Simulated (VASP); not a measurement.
Cd2CuO3: relaxation of cell and atoms with PBE

Crystal: Cd2CuO3.

```xyz
6
Lattice="2.4549 1.4174 3.8558 -2.4549 1.4174 3.8558 0.0000 -2.8347 3.8558" Properties=species:S:1:pos:R:3 pbc="T T T"
Cd    0.0000    0.0000    4.3416
Cd    0.0000    0.0000    7.2257
Cu    0.0000    0.0000    0.0000
O     1.2275    0.7087    1.9279
O    -1.2275    0.7087    1.9279
O     0.0000   -1.4174    1.9279
```

The cell was built by a generator and needn't be a form met in nature.

```json
{
  "Program": "VASP 6.6.1",
  "Task": "relaxation of cell and atoms",
  "Functional": "PBE",
  "Potentials or basis": "VASP PAW PBE potentials, release 64 (Cd, Cu, O)",
  "Cutoff": "520 eV",
  "k mesh": "4 × 4 × 4",
  "Occupations": "gaussian, width 0.15 eV",
  "Spin": "no spin polarisation",
  "Further INCAR settings": "PREC = Normal; ALGO = Fast; EDIFF = 0.0001; IBRION = 2; EDIFFG = -0.08; NSW = 24; ISIF = 3"
}
```

```yaml
Relaxed_volume: 12.87 Å³/atom
Relaxed_cell: a = 4.305 Å, b = 4.305 Å, c = 4.305 Å, α = 81.17°, β = 81.17°, γ = 81.17°
Space_group_after_relaxing_to_0.05_Å: R-3m (No. 166)
Energy_gained_by_relaxing: 640.9 meV/atom
Ionic_steps: 16
Pressure_after_relaxing: 0.0 GPa
Largest_force_after_relaxing: 0.023 eV/Å
Band_gap_on_the_k_mesh: none (metal or under the smearing width)
```

Forces on the atoms (eV/Å):
```
Cd   0.000  0.000 -0.023
Cd   0.000  0.000  0.023
Cu   0.000  0.000  0.000
O    0.000  0.000  0.000
O    0.000  0.000  0.000
O    0.000  0.000  0.000
```

Stress tensor (GPa, compression positive):
```
-0.05  0.00  0.00
 0.00 -0.05  0.00
 0.00  0.00  0.17
```

The path:
| step | energy change (eV) | largest force (eV/Å) | pressure (GPa) | volume (Å³) |
| --- | --- | --- | --- | --- |
| 1 | 0.0000 | 0.0022 | -9.24 | 80.50 |
| 2 | -1.1820 | 1.3394 | 2.19 | 71.55 |
| 3 | -1.4846 | 2.9128 | 15.15 | 66.41 |
| 4 | -1.9844 | 3.3635 | 17.60 | 65.66 |
| 5 | -1.8858 | 4.6717 | 41.95 | 62.39 |
| 6 | -2.3107 | 4.3761 | 27.49 | 64.14 |
| 7 | -3.1023 | 2.1591 | 19.51 | 67.02 |
| 8 | -3.6623 | 0.0951 | 11.42 | 71.61 |
| 9 | -3.7051 | 0.6492 | 9.18 | 73.24 |
| 10 | -3.7056 | 0.7620 | 8.48 | 73.59 |
| 11 | -3.8078 | 0.2137 | 4.23 | 75.29 |
| 12 | -3.8371 | 0.1129 | 1.27 | 76.48 |
| 13 | -3.8401 | 0.2437 | 0.29 | 76.96 |
| 14 | -3.8402 | 0.2662 | 0.00 | 77.02 |
| 15 | -3.8433 | 0.1435 | 0.15 | 77.10 |
| 16 | -3.8454 | 0.0235 | 0.03 | 77.21 |

Final structure:
```cif
data_structure
_symmetry_space_group_name_H-M 'P 1'
_symmetry_Int_Tables_number 1
_cell_length_a 4.3049
_cell_length_b 4.3049
_cell_length_c 4.3049
_cell_angle_alpha 81.174
_cell_angle_beta 81.174
_cell_angle_gamma 81.174
_cell_volume 77.21
loop_
_atom_site_label
_atom_site_type_symbol
_atom_site_fract_x
_atom_site_fract_y
_atom_site_fract_z
_atom_site_occupancy
Cd1 Cd 0.34475 0.34475 0.34475 1
Cd2 Cd 0.65525 0.65525 0.65525 1
Cu1 Cu 0.00000 0.00000 0.00000 1
O1 O 0.50000 0.00000 0.00000 1
O2 O 0.00000 0.50000 0.00000 1
O3 O 0.00000 0.00000 0.50000 1
```

Levels at points of the mesh, in eV from the Fermi level:
```tsv
k point	band 25	band 26	band 27	band 28	band 29	band 30
(0.00, 0.00, 0.00)	-1.53	-1.06	-1.04	-1.04	4.50	5.72
(0.50, 0.00, 0.00)	-0.96	-0.80	-0.78	0.96	2.70	6.74
(0.50, 0.50, 0.00)	-0.93	-0.82	0.89	1.33	4.16	4.97
(0.50, 0.50, 0.50)	-0.69	-0.53	0.90	0.90	5.29	7.14
```

Run time: 6.2 min on 1 thread of AMD EPYC 7R43 64-Core Processor (Zen 3), on a shared host, peak memory 0.14 GiB.

Caveat: the k mesh is coarse (spacing up to 0.39 Å⁻¹), so the values aren't converged; an odd number of electrons without spin polarisation forces a metal; a magnetic or distorted state may lie lower; the run has no spin polarisation, though such a crystal can be magnetic; semilocal functionals often make such compounds metallic where correlation or magnetic order opens a gap, which also shifts bond lengths; the relaxation stopped at a loose force limit of 0.08 eV/Å, so its end isn't a converged minimum. With open d or f shells a metallic result of PBE can be an artefact of self-interaction; +U or a hybrid may open a gap.
